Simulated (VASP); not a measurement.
# Ta2SiN2 (P6_3/mmc) in VASP: a series of runs

One crystal, Ta2SiN2, is run at these levels: PBE; tasks: single point.

Everything below comes from runs of VASP 6.6.1. Logs are shortened: lines on timing, memory, paths and dates and some standing lists are left out, and cuts for length are marked.

## 1. The crystal as given

It takes space group P6_3/mmc (No. 194, hexagonal). Conventional cell: a = 3.484 Å, b = 3.484 Å, c = 12.779 Å, α = 90.00°, β = 90.00°, γ = 120.00°. Around Ta (site symmetry 3m) lie 4 N at 2.08 to 2.20 Å. Si (site symmetry -6m2) has 6 Ta at 2.72 Å and 6 N at 3.10 Å as nearest neighbours. N (site symmetry 3m) has 4 Ta at 2.08 to 2.20 Å as nearest neighbours.

The cell was built by a generator and needn't be a form met in nature.

## 2. Single point, PBE

Contents of INCAR:

```
SYSTEM = Ta2SiN2
PREC = Normal
ENCUT = 520
EDIFF = 1E-5
ISMEAR = 0
SIGMA = 0.15
LREAL = Auto
LASPH = .TRUE.
NELM = 80
ALGO = Fast
ISIF = 2
LWAVE = .FALSE.
LCHARG = .FALSE.
GGA = PE
```

Contents of KPOINTS:

```
Automatic mesh
0
G
  7 7 2
  0 0 0
```

Contents of POSCAR:

```
Ta2SiN2
1.0
    3.4843910000      0.0000000000      0.0000000000
   -1.7421960000      3.0175710000      0.0000000000
    0.0000000000      0.0000000000     12.7786600000
Ta Si N
4 2 4
Direct
    0.6666670000      0.3333330000      0.1068290000
    0.3333330000      0.6666670000      0.8931710000
    0.3333330000      0.6666670000      0.6068290000
    0.6666670000      0.3333330000      0.3931710000
    0.0000000000      0.0000000000      0.2500000000
    0.0000000000      0.0000000000      0.7500000000
    0.6666670000      0.3333330000      0.9349010000
    0.3333330000      0.6666670000      0.0650990000
    0.3333330000      0.6666670000      0.4349010000
    0.6666670000      0.3333330000      0.5650990000
```

Potentials or basis: VASP PAW PBE potentials, release 64 (Ta_pv, Si, N).

Launch:

```console
$ cat potpaw_PBE.64/Ta_pv/POTCAR potpaw_PBE.64/Si/POTCAR potpaw_PBE.64/N/POTCAR > POTCAR
$ mpirun -np 1 vasp_std > vasp.out
```

OUTCAR:

```text
SYSTEM = Ta2SiN2
   PREC = Normal
   ENCUT = 520
   EDIFF = 1E-5
   ISMEAR = 0
   LREAL = Auto
   LASPH = .TRUE.
   NELM = 80
   ISIF = 2
   GGA = PE

 ion  position               nearest neighbor table
   1  0.667  0.333  0.107-   8 2.08   8 2.08   8 2.08   7 2.20   5 2.72   5 2.72   5 2.72   2 3.39
                             2 3.39   2 3.39
   2  0.333  0.667  0.893-   7 2.08   7 2.08   7 2.08   8 2.20   6 2.72   6 2.72   6 2.72   1 3.39
                             1 3.39   1 3.39
   3  0.333  0.667  0.607-  10 2.08  10 2.08  10 2.08   9 2.20   6 2.72   6 2.72   6 2.72   4 3.39
                             4 3.39   4 3.39
   4  0.667  0.333  0.393-   9 2.08   9 2.08   9 2.08  10 2.20   5 2.72   5 2.72   5 2.72   3 3.39
                             3 3.39   3 3.39
   5  0.000  0.000  0.250-   1 2.72   4 2.72   1 2.72   4 2.72   1 2.72   4 2.72
   6  0.000  0.000  0.750-   2 2.72   3 2.72   2 2.72   3 2.72   2 2.72   3 2.72
   7  0.667  0.333  0.935-   2 2.08   2 2.08   2 2.08   1 2.20
   8  0.333  0.667  0.065-   1 2.08   1 2.08   1 2.08   2 2.20
   9  0.333  0.667  0.435-   4 2.08   4 2.08   4 2.08   3 2.20
  10  0.667  0.333  0.565-   3 2.08   3 2.08   3 2.08   4 2.20

  LATTYP: Found a hexagonal cell.
 ALAT       =     3.4843910000
 C/A-ratio  =     3.6674012761

  Lattice vectors:

 A1 = (   3.4843910000,   0.0000000000,   0.0000000000)
 A2 = (  -1.7421960000,   3.0175710000,   0.0000000000)
 A3 = (   0.0000000000,   0.0000000000,  12.7786600000)

Analysis of symmetry for initial positions (statically):
=====================================================================
 Subroutine PRICEL returns:
 Original cell was already a primitive cell.

 Routine SETGRP: Setting up the symmetry group for a
 hexagonal supercell.

 Subroutine GETGRP returns: Found 24 space group operations
 (whereof 12 operations were pure point group operations)
 out of a pool of 24 trial point group operations.

The static configuration has the point symmetry D_3d.
 The point group associated with its full space group is D_6h.

Analysis of symmetry for dynamics (positions and initial velocities):
=====================================================================
 Subroutine PRICEL returns:
 Original cell was already a primitive cell.

 Routine SETGRP: Setting up the symmetry group for a
 hexagonal supercell.

 Subroutine GETGRP returns: Found 24 space group operations
 (whereof 12 operations were pure point group operations)
 out of a pool of 24 trial point group operations.

The dynamic configuration has the point symmetry D_3d.
 The point group associated with its full space group is D_6h.

 Subroutine INISYM returns: Found 24 space group operations
 (whereof 12 operations are pure point group operations),
 and found     1 'primitive' translations

----------------------------------------------------------------------------------------

                                     Primitive cell

  volume of cell :     134.3599

  direct lattice vectors                    reciprocal lattice vectors
     3.484391000  0.000000000  0.000000000     0.286994198  0.165696232  0.000000000
    -1.742196000  3.017571000  0.000000000     0.000000000  0.331392368  0.000000000
     0.000000000  0.000000000 12.778660000     0.000000000  0.000000000  0.078255467

  length of vectors
     3.484391000  3.484391144 12.778660000     0.331392382  0.331392368  0.078255467

  position of ions in fractional coordinates (direct lattice)
     0.666667000  0.333333000  0.106829000
     0.333333000  0.666667000  0.893171000
     0.333333000  0.666667000  0.606829000
     0.666667000  0.333333000  0.393171000
     0.000000000  0.000000000  0.250000000
     0.000000000  0.000000000  0.750000000
     0.666667000  0.333333000  0.934901000
     0.333333000  0.666667000  0.065099000
     0.333333000  0.666667000  0.434901000
     0.666667000  0.333333000  0.565099000

  ion indices of the primitive-cell ions
   primitive index   ion index
                 1           1
                 2           2
                 3           3
                 4           4
                 5           5
                 6           6
                 7           7
                 8           8
                 9           9
                10          10

----------------------------------------------------------------------------------------

 KPOINTS: Automatic mesh

Automatic generation of k-mesh.
 Grid dimensions read from file:
 generate k-points for:    7    7    2

 Generating k-lattice:

  Cartesian coordinates                     Fractional coordinates (reciprocal lattice)
     0.040999171  0.023670890  0.000000000     0.142857143  0.000000000  0.000000000
     0.000000000  0.047341767  0.000000000     0.000000000  0.142857143  0.000000000
     0.000000000  0.000000000  0.039127733     0.000000000  0.000000000  0.500000000

  Length of vectors
     0.047341769  0.047341767  0.039127733

  Shift w.r.t. Gamma in fractional coordinates (k-lattice)
     0.000000000  0.000000000  0.000000000

 Subroutine IBZKPT returns following result:
 ===========================================

 Found     16 irreducible k-points:

 Following reciprocal coordinates:
            Coordinates               Weight
  0.000000  0.000000  0.000000      1.000000
  0.142857 -0.000000  0.000000      6.000000
  0.285714  0.000000  0.000000      6.000000
  0.428571  0.000000  0.000000      6.000000
  0.142857  0.142857  0.000000      6.000000
  0.285714  0.142857  0.000000     12.000000
[... 8 lines left out ...]
  0.428571  0.142857  0.500000      6.000000
  0.285714  0.285714  0.500000      6.000000
   k-points           NKPTS =     16   k-points in BZ     NKDIM =     16   number of bands    NBANDS=     43
   number of dos      NEDOS =    301   number of ions     NIONS =     10
   total plane-waves  NPLWV =  28800
   dimension x,y,z NGX =    20 NGY =   20 NGZ =   72
   dimension x,y,z NGXF=    40 NGYF=   40 NGZF=  144
   ions per type =               4   2   4
   NGX,Y,Z   is equivalent  to a cutoff of   9.54,  9.54,  9.37 a.u.
   NGXF,Y,Z  is equivalent  to a cutoff of  19.08, 19.08, 18.73 a.u.
 SYSTEM =  Ta2SiN2
   PREC   = normal    normal or accurate (medium, high low for compatibility)
   ISTART =      0    job   : 0-new  1-cont  2-samecut
   ICHARG =      2    charge: 1-file 2-atom 10-const
   ISPIN  =      1    spin polarized calculation?
   LNONCOLLINEAR =      F non collinear calculations
   LSORBIT =      F    spin-orbit coupling
   LASPH  =      T    aspherical Exc in radial PAW
   ENCUT  =  520.0 eV  38.22 Ry    6.18 a.u.   6.48  6.48 23.76*2*pi/ulx,y,z
   NELM   =     80;   NELMIN=  2; NELMDL= -5     # of ELM steps
   EDIFF  = 0.1E-04   stopping-criterion for ELM
   LREAL  =      T    real-space projection
   EDIFFG = 0.1E-03   stopping-criterion for IOM
   NSW    =      0    number of steps for IOM
   IBRION =     -1    ionic relax: 0-MD 1-quasi-New 2-CG
   NFREE  =      0    steps in history (QN), initial steepest desc. (CG)
   ISIF   =      2    stress and relaxation
   ISYM   =      2    0-nonsym 1-usesym 2-fastsym
   POTIM  = 0.5000    time-step for ionic-motion
   TEBEG  =    0.0;   TEEND  =   0.0 temperature during run
   PSTRESS=    0.0 pullay stress
   NELECT =      72.0000    total number of electrons
   NUPDOWN=      -1.0000    fix difference up-down
   EMIN   =  10.00;   EMAX   =-10.00  energy-range for DOS
   EFERMI =   0.00;   METHOD = LEGACY
   ISMEAR =     0;   SIGMA  =   0.15  broadening in eV -4-tet -1-fermi 0-gaus
   EFERMI_NEDOS =   21; number of points for ismear=-14 and -15
   IALGO  =     68    algorithm
   IMIX   =      4    mixing-type and parameters
     AMIX     =   0.40;   BMIX     =  1.00
     AMIX_MAG =   1.60;   BMIX_MAG =  1.00
  volume/ion in A,a.u.               =      13.44        90.67
  Fermi-wavevector in a.u.,A,eV,Ry     =   1.329727  2.512819 24.057460  1.768173
  Thomas-Fermi vector in A             =   2.458867
   LORBIT       =      0    0 simple, 1 ext, 2 COOP (PROOUT), +10 PAW based schemes
   GGA     = PE    functional components
   LHFCALC =     F    Hartree Fock is set to
   AEXX    =    0.0000 exact exchange contribution
   IVDW    =     0    specifies the selected vdW correction
   LEPSILON=     F    determine dielectric tensor
   LRPA    =     F    only Hartree local field effects (RPA)
 non-spin polarized calculation
 RMM-DIIS sequential band-by-band and
 Gauss-broadening in eV      SIGMA  =   0.15
  energy-cutoff  :      520.00
  volume of cell :      134.36
 maximum number of plane-waves:      3672
   NGX = 13   NGY = 13   NGZ = 47

 number of electron      71.9999982 magnetization

 Free energy of the ion-electron system (eV)
  ---------------------------------------------------
  ext. energy  EPLUGINS =         0.00000000
  ---------------------------------------------------
  free energy    TOTEN  =       -97.45678577 eV

  energy without entropy =      -97.43018414  energy(sigma->0) =      -97.44348496

 E-fermi :   6.9899     XC(G=0): -11.8557

 val. band max:        6.9353997598   @ k =   0.2857   0.2857   0.5000
 cond. band min:       7.0521515360   @ k =   0.0000   0.0000   0.0000
 fundamental gap:      0.1167517762
 Fermi energy:         6.9899385430

 k-point     1 :       0.0000    0.0000    0.0000
  band No.  band energies     occupation
      1     -28.6428      2.00000
      2     -28.6077      2.00000
      3     -28.5434      2.00000
      4     -28.5433      2.00000
      5     -28.5407      2.00000
      6     -28.5407      2.00000
[... 35 lines left out ...]
     42       9.3390      0.00000
     43       9.3387      0.00000

 k-point     2 :       0.1429   -0.0000    0.0000
  band No.  band energies     occupation
      1     -28.6425      2.00000
      2     -28.6154      2.00000
      3     -28.5913      2.00000
      4     -28.5871      2.00000
      5     -28.5553      2.00000
      6     -28.5525      2.00000
[... 636 lines left out ...]
 k-point    16 :       0.2857    0.2857    0.5000
  band No.  band energies     occupation
      1     -28.7430      2.00000
      2     -28.7430      2.00000
      3     -28.7391      2.00000
      4     -28.7391      2.00000
      5     -28.6711      2.00000
      6     -28.6711      2.00000
[... 35 lines left out ...]
     42       8.3517      0.00000
     43      10.3248      0.00000

------------------------ aborting loop because EDIFF is reached ----------------------------------------

  FORCE on cell =-STRESS in cart. coord.  units (eV):
  Direction    XX          YY          ZZ          XY          YZ          ZX
  --------------------------------------------------------------------------------------
  -------------------------------------------------------------------------------------
  Total        0.1161587      0.1161587      0.0676402     -0.0000000     -0.0000000     -0.0000000
  in kB        1.3851371      1.3851370      0.8065766     -0.0000002     -0.0000000     -0.0000000
  external PRESSURE =       1.1922836 kB  Pullay stress =       0.0000000 kB

 VOLUME and BASIS-vectors are now :
 -----------------------------------------------------------------------------
  energy-cutoff  :      520.00
  volume of cell :      134.36
      direct lattice vectors                 reciprocal lattice vectors
     3.484391000  0.000000000  0.000000000     0.286994198  0.165696232  0.000000000
    -1.742196000  3.017571000  0.000000000     0.000000000  0.331392368  0.000000000
     0.000000000  0.000000000 12.778660000     0.000000000  0.000000000  0.078255467

 POSITION                                       TOTAL-FORCE (eV/Angst)
 -----------------------------------------------------------------------------------
      1.74220      1.00586      1.36513        -0.000000     -0.000000      0.001662
     -0.00000      2.01172     11.41353         0.000000      0.000000     -0.001662
     -0.00000      2.01172      7.75446         0.000000      0.000000      0.001662
      1.74220      1.00586      5.02420        -0.000000     -0.000000     -0.001662
      0.00000      0.00000      3.19467        -0.000000      0.000000     -0.000000
      0.00000      0.00000      9.58399        -0.000000      0.000000     -0.000000
      1.74220      1.00586     11.94678        -0.000000     -0.000000     -0.006333
     -0.00000      2.01172      0.83188         0.000000      0.000000      0.006333
     -0.00000      2.01172      5.55745         0.000000      0.000000     -0.006333
      1.74220      1.00586      7.22121        -0.000000     -0.000000      0.006333
 -----------------------------------------------------------------------------------
    total drift:                                0.000000     -0.000000      0.000000

  FREE ENERGIE OF THE ION-ELECTRON SYSTEM (eV)
  ---------------------------------------------------
  free  energy   TOTEN  =       -97.4567857698 eV

  energy  without entropy=      -97.4301841448  energy(sigma->0) =      -97.44348496
```

It took 68 s on 1 thread of Intel Xeon Platinum 8375C at 2.90GHz (Ice Lake), shared host; peak memory 0.2 GiB.

What came out:

```yaml
Free_energy: -97.4568 eV
Pressure: 0.1 GPa
Largest_force: 0.006 eV/Å
Band_gap_on_the_k_mesh: none (metal or under the smearing width)
```

Forces on the atoms (eV/Å):
```
Ta   0.000  0.000  0.002
Ta   0.000  0.000 -0.002
Ta   0.000  0.000  0.002
Ta   0.000  0.000 -0.002
Si   0.000  0.000  0.000
Si   0.000  0.000  0.000
N    0.000  0.000 -0.006
N    0.000  0.000  0.006
N    0.000  0.000 -0.006
N    0.000  0.000  0.006
```

Levels at points of the mesh, in eV from the Fermi level:
```
           k point  band 32  band 33  band 34  band 35  band 36  band 37  band 38  band 39  band 40  band 41
(0.00, 0.00, 0.00)     0.06     0.06     0.21     0.21     0.44     0.64     0.64     1.21     1.21     1.34
(0.00, 0.00, 0.50)    -0.25     0.15     0.15     0.15     0.15     0.88     0.88     0.88     0.88     1.25
```

The run has no spin-orbit coupling, so splittings on Ta are missing.

## 3. Single point, PBE

This run uses another cell than the first one, of 13.54 Å³/atom, 1.008 times its volume.

INCAR is that of step 2.

Contents of KPOINTS:

```
Automatic mesh
0
G
  7 7 4
  0 0 0
```

Contents of POSCAR:

```
Ta2SiN2
1.0
    6.9303220000      0.0000000000      0.0000000000
   -1.7325810000      3.0009180000      0.0000000000
    0.0000000000      0.0000000000      6.5099400000
Ta Si N
4 2 4
Direct
    0.1666665000      0.6666670000      0.2911010000
    0.6666665000      0.6666670000      0.2911010000
    0.3333335000      0.3333330000      0.7088990000
    0.8333335000      0.3333330000      0.7088990000
    0.0000000000      0.0000000000      0.0000000000
    0.5000000000      0.0000000000      0.0000000000
    0.1666665000      0.6666670000      0.6269770000
    0.6666665000      0.6666670000      0.6269770000
    0.3333335000      0.3333330000      0.3730230000
    0.8333335000      0.3333330000      0.3730230000
```

Potentials or basis: VASP PAW PBE potentials, release 64 (Ta_pv, Si, N).

Launch:

```console
$ cat potpaw_PBE.64/Ta_pv/POTCAR potpaw_PBE.64/Si/POTCAR potpaw_PBE.64/N/POTCAR > POTCAR
$ mpirun -np 1 vasp_std > vasp.out
```

Run time: 4 min. Hardware: 1 thread of Intel Xeon Platinum 8375C at 2.90GHz (Ice Lake), shared host; peak memory 0.32 GiB.

Results (log left out):

```
Free energy            : -96.9097 eV
Pressure               : 0.0 GPa
Largest force          : 0.029 eV/Å
Band gap on the k mesh : none (metal or under the smearing width)
```

Forces in eV/Å, atoms in the order of the input:
```
Ta   0.018  0.010  0.017
Ta   0.018  0.010  0.017
Ta  -0.018 -0.010 -0.017
Ta  -0.018 -0.010 -0.017
Si   0.000  0.000  0.000
Si   0.000  0.000  0.000
N    0.018  0.010  0.021
N    0.018  0.010  0.021
N   -0.018 -0.010 -0.021
N   -0.018 -0.010 -0.021
```

Stress tensor (GPa, compression positive):
```
-0.07 -0.06 -0.09
-0.06  0.00 -0.05
-0.09 -0.05  0.19
```

Levels at points of the mesh, in eV from the Fermi level:
```tsv
k point	band 32	band 33	band 34	band 35	band 36	band 37	band 38	band 39	band 40	band 41
(0.00, 0.00, 0.00)	-1.85	-0.72	0.07	0.07	0.27	0.34	0.69	0.69	1.18	1.25
(0.00, 0.00, 0.50)	-2.09	-1.73	-0.90	0.48	0.50	0.69	0.70	0.86	1.01	1.03
```

Spin-orbit coupling is left out, which matters for the levels of Ta.
